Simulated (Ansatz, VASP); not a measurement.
## NaH22C17S2NO11F18 in two plane-wave programs

Aim: how closely do two programs agree when they are given the same cell, functional and k mesh? The cell is taken from a series of runs on this material, whose earlier steps may have relaxed, scaled, displaced or heated it; both programs get it as it stands.

Main program and level: Ansatz 0.2.0; plane waves, with VASP 6.6.1 beside it; single point at PBE with D3(BJ).

**1. Set-up**

The cell holds 144 atoms: 36 F, 34 C, 22 O, 44 H, 2 N, 4 S and 2 Na. Its edges and angles: a = 12.405 Å, b = 12.405 Å, c = 12.405 Å, α = 90.0°, β = 90.0°, γ = 90.0°.

**2. Ansatz: single point, PBE with D3(BJ)**

Ansatz runs on its default PAW (the set named soft_2) files.

A single point gives forces, pressure and levels at one fixed geometry, so differences don't come from the geometry; what else differs is listed under the comparison.

The input, input.yaml:

```yaml
crystal:
  lattice:
    - [12.40461, 0.0, 0.0]
    - [0.0, 12.40461, 0.0]
    - [0.0, 0.0, 12.40461]
  atoms:
    - { symbol: F, position: [0.50128, 0.93816, 0.42627] }
    - { symbol: C, position: [0.51734, 0.98991, 0.33093] }
    - { symbol: F, position: [0.42988, 0.05669, 0.31566] }
    - { symbol: C, position: [0.51713, 0.90594, 0.24055] }
    - { symbol: F, position: [0.43176, 0.82911, 0.25445] }
    - { symbol: F, position: [0.6152, 0.85234, 0.24479] }
    - { symbol: O, position: [0.51253, 0.95422, 0.13084] }
    - { symbol: C, position: [0.48708, 0.86774, 0.05605] }
    - { symbol: C, position: [0.50505, 0.89173, 0.93932] }
    - { symbol: F, position: [0.47934, 0.80491, 0.88126] }
    - { symbol: F, position: [0.61184, 0.91134, 0.92287] }
    - { symbol: C, position: [0.44429, 0.99026, 0.90162] }
    - { symbol: F, position: [0.4685, 0.99899, 0.79262] }
    - { symbol: F, position: [0.33567, 0.97012, 0.91279] }
    - { symbol: H, position: [0.58825, 0.04042, 0.33396] }
    - { symbol: H, position: [0.55114, 0.80615, 0.07023] }
    - { symbol: H, position: [0.40517, 0.83488, 0.07157] }
    - { symbol: H, position: [0.46367, 0.06302, 0.94283] }
    - { symbol: F, position: [0.02355, 0.16325, 0.79837] }
    - { symbol: C, position: [0.96484, 0.11177, 0.72566] }
    - { symbol: F, position: [0.02027, 0.02051, 0.69824] }
    - { symbol: C, position: [0.95183, 0.18188, 0.63236] }
    - { symbol: F, position: [0.90028, 0.2743, 0.66303] }
    - { symbol: F, position: [0.89604, 0.12786, 0.55039] }
    - { symbol: O, position: [0.0493, 0.21434, 0.57745] }
    - { symbol: C, position: [0.1066, 0.28958, 0.64823] }
    - { symbol: C, position: [0.14763, 0.38095, 0.58147] }
    - { symbol: F, position: [0.06741, 0.41753, 0.51447] }
    - { symbol: F, position: [0.2385, 0.3509, 0.52532] }
    - { symbol: C, position: [0.19131, 0.46515, 0.66802] }
    - { symbol: F, position: [0.24191, 0.55297, 0.62355] }
    - { symbol: F, position: [0.10922, 0.49873, 0.72794] }
    - { symbol: H, position: [0.88785, 0.08768, 0.76482] }
    - { symbol: H, position: [0.0661, 0.32274, 0.71933] }
    - { symbol: H, position: [0.17596, 0.25123, 0.68254] }
    - { symbol: H, position: [0.24482, 0.42297, 0.71241] }
    - { symbol: F, position: [0.93415, 0.81592, 0.77409] }
    - { symbol: C, position: [0.03778, 0.7839, 0.8013] }
    - { symbol: F, position: [0.07538, 0.86243, 0.87374] }
    - { symbol: C, position: [0.11254, 0.76509, 0.70042] }
    - { symbol: F, position: [0.08074, 0.68225, 0.62307] }
    - { symbol: F, position: [0.21395, 0.74389, 0.7332] }
    - { symbol: O, position: [0.12738, 0.86214, 0.63648] }
    - { symbol: C, position: [0.19398, 0.82872, 0.54592] }
    - { symbol: C, position: [0.26617, 0.91492, 0.49915] }
    - { symbol: F, position: [0.29186, 0.88061, 0.40124] }
    - { symbol: F, position: [0.35833, 0.90995, 0.55658] }
    - { symbol: C, position: [0.20831, 0.02775, 0.50346] }
    - { symbol: F, position: [0.2724, 0.09582, 0.45027] }
    - { symbol: F, position: [0.11522, 0.02534, 0.44825] }
    - { symbol: H, position: [0.02999, 0.70149, 0.84575] }
    - { symbol: H, position: [0.24455, 0.76223, 0.56552] }
    - { symbol: H, position: [0.13567, 0.79399, 0.48553] }
    - { symbol: H, position: [0.19614, 0.06069, 0.58643] }
    - { symbol: F, position: [0.75758, 0.66022, 0.84734] }
    - { symbol: C, position: [0.7643, 0.70504, 0.94906] }
    - { symbol: F, position: [0.817, 0.79832, 0.93465] }
    - { symbol: C, position: [0.81835, 0.62887, 0.02938] }
    - { symbol: F, position: [0.75652, 0.53332, 0.02801] }
    - { symbol: F, position: [0.82397, 0.66992, 0.13385] }
    - { symbol: O, position: [0.92814, 0.59388, 0.00517] }
    - { symbol: C, position: [0.99442, 0.57539, 0.09931] }
    - { symbol: C, position: [0.06047, 0.67426, 0.11672] }
    - { symbol: F, position: [0.99351, 0.75591, 0.14926] }
    - { symbol: F, position: [0.09484, 0.70697, 0.01958] }
    - { symbol: C, position: [0.15647, 0.6533, 0.18904] }
    - { symbol: F, position: [0.20968, 0.74812, 0.20479] }
    - { symbol: F, position: [0.11583, 0.61791, 0.28831] }
    - { symbol: H, position: [0.68553, 0.72997, 0.98682] }
    - { symbol: H, position: [0.94955, 0.54438, 0.16718] }
    - { symbol: H, position: [0.04257, 0.49979, 0.07207] }
    - { symbol: H, position: [0.21189, 0.58958, 0.15945] }
    - { symbol: C, position: [0.85421, 0.95212, 0.21518] }
    - { symbol: O, position: [0.80976, 0.04184, 0.16018] }
    - { symbol: C, position: [0.79227, 0.01413, 0.05029] }
    - { symbol: C, position: [0.73641, 0.11009, 0.99202] }
    - { symbol: O, position: [0.81213, 0.18929, 0.95496] }
    - { symbol: C, position: [0.75527, 0.28763, 0.93659] }
    - { symbol: H, position: [0.80462, 0.88388, 0.20906] }
    - { symbol: H, position: [0.92816, 0.93339, 0.16429] }
    - { symbol: H, position: [0.87662, 0.97108, 0.29389] }
    - { symbol: H, position: [0.8639, 0.00168, 0.00034] }
    - { symbol: H, position: [0.73953, 0.94235, 0.04463] }
    - { symbol: H, position: [0.69861, 0.08282, 0.92254] }
    - { symbol: H, position: [0.67497, 0.13982, 0.04681] }
    - { symbol: H, position: [0.68778, 0.25684, 0.88646] }
    - { symbol: H, position: [0.7251, 0.32844, 0.00797] }
    - { symbol: H, position: [0.80777, 0.35208, 0.90276] }
    - { symbol: C, position: [0.78302, 0.87335, 0.62211] }
    - { symbol: O, position: [0.70324, 0.84633, 0.54409] }
    - { symbol: C, position: [0.70159, 0.7302, 0.52779] }
    - { symbol: C, position: [0.59093, 0.69545, 0.49567] }
    - { symbol: O, position: [0.50526, 0.71521, 0.58031] }
    - { symbol: C, position: [0.51642, 0.65782, 0.67645] }
    - { symbol: H, position: [0.79611, 0.95826, 0.60677] }
    - { symbol: H, position: [0.75489, 0.84864, 0.70313] }
    - { symbol: H, position: [0.85412, 0.8303, 0.60207] }
    - { symbol: H, position: [0.75845, 0.70677, 0.46774] }
[... 6 lines left out ...]
    - { symbol: O, position: [0.1469, 0.27568, 0.32782] }
    - { symbol: C, position: [0.10229, 0.25527, 0.23716] }
    - { symbol: O, position: [0.03487, 0.31453, 0.17691] }
    - { symbol: C, position: [0.99803, 0.24579, 0.09632] }
    - { symbol: C, position: [0.08639, 0.16696, 0.07535] }
    - { symbol: O, position: [0.12461, 0.16286, 0.18672] }
    - { symbol: H, position: [0.92836, 0.21045, 0.13894] }
    - { symbol: H, position: [0.982, 0.29091, 0.0248] }
    - { symbol: H, position: [0.06267, 0.08607, 0.05028] }
    - { symbol: H, position: [0.15932, 0.20094, 0.03541] }
    - { symbol: O, position: [0.49792, 0.30974, 0.36977] }
    - { symbol: C, position: [0.59391, 0.32443, 0.34156] }
    - { symbol: O, position: [0.65758, 0.40607, 0.38335] }
    - { symbol: C, position: [0.76464, 0.39748, 0.35226] }
    - { symbol: C, position: [0.76566, 0.30847, 0.27175] }
    - { symbol: O, position: [0.65933, 0.26011, 0.28481] }
    - { symbol: H, position: [0.78944, 0.47715, 0.31642] }
    - { symbol: H, position: [0.81391, 0.3773, 0.42242] }
    - { symbol: H, position: [0.75983, 0.34216, 0.18986] }
    - { symbol: H, position: [0.83357, 0.25283, 0.28306] }
    - { symbol: "N", position: [0.58338, 0.27552, 0.63673] }
    - { symbol: S, position: [0.49614, 0.2909, 0.72603] }
    - { symbol: O, position: [0.38471, 0.27458, 0.7093] }
    - { symbol: O, position: [0.50332, 0.38093, 0.79785] }
    - { symbol: F, position: [0.52196, 0.19726, 0.80538] }
    - { symbol: S, position: [0.57993, 0.1581, 0.61312] }
    - { symbol: O, position: [0.63352, 0.08806, 0.69013] }
    - { symbol: O, position: [0.48676, 0.1045, 0.56765] }
    - { symbol: F, position: [0.65826, 0.15163, 0.51032] }
    - { symbol: "N", position: [0.44932, 0.43249, 0.01581] }
    - { symbol: S, position: [0.35825, 0.35456, 0.0668] }
    - { symbol: O, position: [0.24787, 0.38785, 0.0605] }
    - { symbol: O, position: [0.39301, 0.29597, 0.16473] }
    - { symbol: F, position: [0.35118, 0.26753, 0.97535] }
    - { symbol: S, position: [0.48392, 0.52107, 0.09936] }
    - { symbol: O, position: [0.5498, 0.60675, 0.05749] }
    - { symbol: O, position: [0.40475, 0.54265, 0.1827] }
    - { symbol: F, position: [0.57472, 0.46264, 0.16344] }
    - { symbol: Na, position: [0.53788, 0.91979, 0.59989] }
    - { symbol: Na, position: [0.33532, 0.24067, 0.35227] }
kpoints:
  mp_grid: { grid: [1, 1, 1] }
hamiltonian:
  xc: pbe
  dispersion: d3bj
scf:
  occupations: { method: fermi_dirac, width: 0.05 }
output:
  forces: true
  stress: true
  populations: true
  dos:
    method: { smearing: { sigma: 0.15 } }
    de: 0.1
    projected: { site_lists: { C: [C], F: [F], H: [H], "N": ["N"], Na: [Na] } }
  eigenvalues: true
```

Command:

```bash
$ ansatz run input.yaml --threads 4 --pin off --max-ram 8192MiB --backend cpu --events-out ev --progress --plain --runs-dir out
```

Numbers of over 12 decimals in the logs are rounded to 6 here.

What it wrote:

```text
Engine: ansatz 0.2.0, x86_64-unknown-linux-gnu
Pseudopotentials: kind: paw
Pseudopotential: F, paw, valence charge 7, recommended cutoff 420 eV (normal), F.paw.azcp
Pseudopotential: C, paw, valence charge 4, recommended cutoff 420 eV (normal), C.paw.azcp
Pseudopotential: O, paw, valence charge 6, recommended cutoff 420 eV (normal), O.paw.azcp
Pseudopotential: H, paw, valence charge 1, recommended cutoff 420 eV (normal), H.paw.azcp
Pseudopotential: N, paw, valence charge 5, recommended cutoff 420 eV (normal), N.paw.azcp
Pseudopotential: S, paw, valence charge 6, recommended cutoff 420 eV (normal), S.paw.azcp
Pseudopotential: Na, paw, valence charge 9, recommended cutoff 420 eV (normal), Na.paw.azcp
Functional definition: PBE
  parameter kappa = 0.804
  parameter beta = 0.066725
  exchange = pbe_x(kappa = kappa, mu = beta*pi^2/3)
  correlation = pbe_c(beta = beta)
Crystal: 144 atoms, lattice volume = 1908.751 Å³
Basis set: ecut = 420 eV, 37385 PW (Γ), exchange–correlation on 180×180×180 points (8 copies of the dense FFT grid, shifted against one another)
Bands: 452, of which v1, the nominal top of the filled ones, is band 308 counted from 1 (307 counted from 0)
Symmetry: 1 space group operations
Space group: P1 (ITA 1), of the structure as read, at distance tolerance 1.2e-4 Å
k-points: 1
Non-local potential: F, projectors of the file, l = 0: 2, l = 1: 2, l = 2: 1
Non-local potential: C, projectors of the file, l = 0: 2, l = 1: 2, l = 2: 1
Non-local potential: O, projectors of the file, l = 0: 2, l = 1: 2, l = 2: 1
Non-local potential: H, projectors of the file, l = 0: 2, l = 1: 1
Non-local potential: N, projectors of the file, l = 0: 2, l = 1: 2, l = 2: 1
Non-local potential: S, projectors of the file, l = 0: 2, l = 1: 2, l = 2: 2
Non-local potential: Na, projectors of the file, l = 0: 3, l = 1: 2, l = 2: 1
PAW form: soft (Blöchl's): semilocal exchange-correlation on the pseudo side does not see the compensation charge
PAW one-centre angular grid: F, 110 points (default); XC on 64 Gauss nodes
PAW one-centre angular grid: C, 110 points (default); XC on 64 Gauss nodes
PAW one-centre angular grid: O, 110 points (default); XC on 64 Gauss nodes
PAW one-centre angular grid: H, 110 points (default); XC on 64 Gauss nodes
PAW one-centre angular grid: N, 110 points (default); XC on 64 Gauss nodes
PAW one-centre angular grid: S, 110 points (default); XC on 64 Gauss nodes
PAW one-centre angular grid: Na, 110 points (default); XC on 64 Gauss nodes
Initial density: superposition of atomic densities (neutral atoms: chi_scale 0, normalization atom), corrected by the library's trained network
Initial wavefunctions: pseudopotential atomic-orbital guess
Functional: x = pbe(κ = 0.804, μ = 0.219515), c = pbe(β = 0.066725)
SCF iter   1: F=—  HF=-58134.275190 eV  |F-HF|=—  |Δ(HF+E_count)|=         —  Δρ=5.80e-3  dr2=7.74e-1  ethr=1.77e-3  ⟨swp⟩=6.0  Hψ=1936  notcnv=0  defer=109
preconditioner: auto → Resta (q_TF=auto, 2.260 Å⁻¹)  ε∞=2.4  [insulator: Δε(μ)=4.768 eV  Ē_g=17.439 eV  σ=0.050 eV  W_gap=1.00  n_scr=364 (ndim 8)  ℏωp=20.7 eV  f_vac=0.355  D(μ)=0.00/eV (n_scr^D=0)  ε∞_Penn≈2.4]
SCF iter   2: F=—  HF=-58134.059872 eV  |F-HF|=—  |Δ(HF+E_count)|=   2.15e-1  Δρ=3.00e-3  dr2=1.73e-1  ethr=1.26e-4  ⟨swp⟩=3.0  Hψ=775  notcnv=0  defer=137
SCF iter   3: F=—  HF=-58134.034114 eV  |F-HF|=—  |Δ(HF+E_count)|=   2.58e-2  Δρ=1.37e-3  dr2=5.64e-2  ethr=2.81e-5  ⟨swp⟩=2.0  Hψ=583  notcnv=0  defer=137
SCF iter   4: F=—  HF=-58134.019795 eV  |F-HF|=—  |Δ(HF+E_count)|=   1.43e-2  Δρ=6.00e-4  dr2=8.63e-3  ethr=9.15e-6  ⟨swp⟩=2.0  Hψ=773  notcnv=0  defer=138
SCF iter   5: F=—  HF=-58134.017840 eV  |F-HF|=—  |Δ(HF+E_count)|=   1.96e-3  Δρ=3.45e-4  dr2=2.14e-3  ethr=1.40e-6  ⟨swp⟩=3.0  Hψ=585  notcnv=0  defer=138
SCF iter   6: F=—  HF=-58134.017391 eV  |F-HF|=—  |Δ(HF+E_count)|=   4.49e-4  Δρ=1.09e-4  dr2=2.25e-4  ethr=3.48e-7  ⟨swp⟩=3.0  Hψ=585  notcnv=0  defer=138
SCF iter   7: F=—  HF=-58134.017376 eV  |F-HF|=—  |Δ(HF+E_count)|=   1.52e-5  Δρ=4.78e-5  dr2=4.00e-5  ethr=3.65e-8  ⟨swp⟩=2.0  Hψ=575  notcnv=0  defer=138
SCF iter   8: F=—  HF=-58134.021843 eV  |F-HF|=—  |Δ(HF+E_count)|=   4.47e-3  Δρ=1.82e-5  dr2=6.07e-6  ethr=6.50e-9  ⟨swp⟩=2.0  Hψ=622  notcnv=0  defer=138
SCF iter   9: F=—  HF=-58134.021843 eV  |F-HF|=—  |Δ(HF+E_count)|=   6.31e-8  Δρ=6.92e-6  dr2=9.14e-7  ethr=9.86e-10  ⟨swp⟩=2.0  Hψ=575  notcnv=0  defer=138
SCF iter  10: F=—  HF=-58134.021843 eV  |F-HF|=—  |Δ(HF+E_count)|=   7.03e-8  Δρ=2.97e-6  dr2=1.63e-7  ethr=1.48e-10  ⟨swp⟩=2.0  Hψ=609  notcnv=0  defer=138
SCF iter  11: F=-58134.021843 eV  HF=-58134.021843 eV  |F-HF|=8.60e-9  |Δ(HF+E_count)|=   2.86e-8  Δρ=8.71e-7  dr2=1.79e-8  ethr=1.62e-11  ⟨swp⟩=16.0  Hψ=2764  notcnv=0
SCF 1 converged in 11 iterations: F = -58134.021843 eV  dr2 = 1.79e-8
[...]
atom 131  O      0.88751691     0.07141227    -0.18734481
  atom 132  O     -1.14075043     0.79776243    -0.02893809
  atom 133  F      0.69327213     0.69552050    -0.42114140
  atom 134  N     -0.82982094    -0.35522640    -0.21116073
  atom 135  S      0.36944681    -0.96125448     1.23840549
  atom 136  O     -0.97672788     1.36798578     0.63340893
  atom 137  O     -0.41271549     0.65485373    -1.32457538
  atom 138  F      1.14857803    -1.12058770    -0.98037675
  atom 139  S     -0.13713422     1.02049970     0.96326463
  atom 140  O     -0.86611437     0.65834999    -1.16622052
  atom 141  O     -0.25737739     0.46410339    -0.34217796
  atom 142  F      1.53188224    -1.62872303     1.39859986
  atom 143  Na     0.02157336    -0.09453842     0.45984332
  atom 144  Na    -0.19919943     0.19580640    -0.19460896
  max |Σ_I F_I| component: 6.23e-5 eV/Å
--- Stress (GPa, compression-positive) ---
        1.263309      -0.458349       0.908380
       -0.458348       2.289456      -0.173166
        0.908380      -0.173166       0.889204
  P = ⅓ Tr σ = 1.4807 GPa (14.807 kbar)
--- Band table (eV) ---
  k-point 0: bands = [... 304 lower, -0.7080, -0.6909, -0.5080, -0.2045, 4.2263, 4.3241, 4.3920, 4.4200, ... 140 higher]
--- Löwdin populations: 144 sites ---
  site symbol       q [e]
     0      F      7.2271
     1      C      3.5301
     2      F      7.2398
     3      C      3.2643
     4      F      7.2317
     5      F      7.2334
     6      O      6.3315
     7      C      4.0883
     8      C      3.3845
     9      F      7.2148
    10      F      7.2482
    11      C      3.5407
    12      F      7.2514
    13      F      7.2482
    14      H      0.7480
    15      H      0.8033
    16      H      0.7673
    17      H      0.7582
    18      F      7.2287
    19      C      3.5426
    20      F      7.2390
    21      C      3.2403
    22      F      7.2290
    23      F      7.2405
[...]
136      O      6.7413
   137      F      7.3968
   138      S      3.5699
   139      O      6.7379
   140      O      6.7401
   141      F      7.4290
   142     Na      8.2162
   143     Na      8.2041
  spilling = 0.012417 (of n_electrons = 616.000000)
```

Reading the cycles: dr2 is the Hartree energy of the density residual (eV), the measure of convergence; HF is the Harris–Foulkes estimate of the energy, which meets the free energy F at convergence.

(Continued in part 2 of 2.)

[Lines on the potential files, build, host, timing and source positions are cut from VASP's logs without a mark.]

[Logs are printed without paths, hosts, clocks, repeated set-up lines and the standing remarks that a program may print on its own settings, such as how far it seeks lower states.]

[Hosts, paths, dates, database ids (printed as entryN), source tags and the programs' standing remarks are cut or masked in the printed files.]
